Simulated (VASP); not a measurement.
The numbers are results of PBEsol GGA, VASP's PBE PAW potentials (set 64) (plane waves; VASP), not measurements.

VASP ran on this input.

POSCAR:
```
PbF2
1
    0.0000000000     2.9468787890     2.9468787890
    2.9468787890     0.0000000000     2.9468787890
    2.9468787890     2.9468787890     0.0000000000
Pb F
1 2
Direct
  0.0000000000   0.0000000000   0.0000000000
  0.2500000000   0.2500000000   0.2500000000
  0.7500000000   0.7500000000   0.7500000000
```

### INCAR
```
SYSTEM = PbF2
PREC = Accurate; ENCUT = 520; LREAL = .FALSE.
LASPH = .TRUE.
EDIFF = 1E-8; NELM = 100; ALGO = Normal
LMAXMIX = 4
ISMEAR = 0; SIGMA = 0.01
GGA = PS
IBRION = 8; NSW = 1
LWAVE = .FALSE.; LCHARG = .FALSE.
LEPSILON = .TRUE.
```

KPOINTS:
```
kpoints
0
gamma
8 8 8
```

POTCAR, in this order: Pb_d F (PBE.64 set). Program: vasp_std.

Output of the run:

OUTCAR:
```


 HEAD OF MICROSCOPIC STATIC DIELECTRIC TENSOR (INDEPENDENT PARTICLE, excluding Hartree and local field effects)
 ------------------------------------------------------
           3.758209     0.000000    -0.000000
           0.000000     3.758209    -0.000000
           0.000000     0.000000     3.758209
 ------------------------------------------------------

 MACROSCOPIC STATIC DIELECTRIC TENSOR (including local field effects in DFT)
 ------------------------------------------------------
           3.400375     0.000000     0.000000
           0.000000     3.400375    -0.000000
           0.000000    -0.000000     3.400375
 ------------------------------------------------------

 PIEZOELECTRIC TENSOR (including local field effects)  for field in x, y, z        (e  Angst)
          XX          YY          ZZ          XY          YZ          ZX
  --------------------------------------------------------------------------------
  x     0.00000     0.00000     0.00000     0.00000     0.00000     0.00000
  y     0.00000     0.00000     0.00000     0.00000     0.00000     0.00000
  z     0.00000     0.00000     0.00000     0.00000     0.00000     0.00000

 PIEZOELECTRIC TENSOR (including local field effects)  for field in x, y, z        (C/m^2)
          XX          YY          ZZ          XY          YZ          ZX
  --------------------------------------------------------------------------------
  x     0.00000     0.00000     0.00000     0.00000     0.00000     0.00000
  y     0.00000     0.00000     0.00000     0.00000     0.00000     0.00000
  z     0.00000     0.00000     0.00000     0.00000     0.00000     0.00000

 BORN EFFECTIVE CHARGES (including local field effects) (in |e|, cummulative output)
 ---------------------------------------------------------------------------------
 ion    1
    1     3.21403     0.00000     0.00000
    2     0.00000     3.21403     0.00000
    3     0.00000     0.00000     3.21403
 ion    2
    1    -1.60702     0.00000     0.00000
    2     0.00000    -1.60702     0.00000
    3     0.00000     0.00000    -1.60702
 ion    3
    1    -1.60702     0.00000     0.00000
    2     0.00000    -1.60702     0.00000
    3     0.00000     0.00000    -1.60702
```
(Selected blocks of OUTCAR.)

The compound is PbF2 in the fluorite structure, the β form. It was relaxed first.
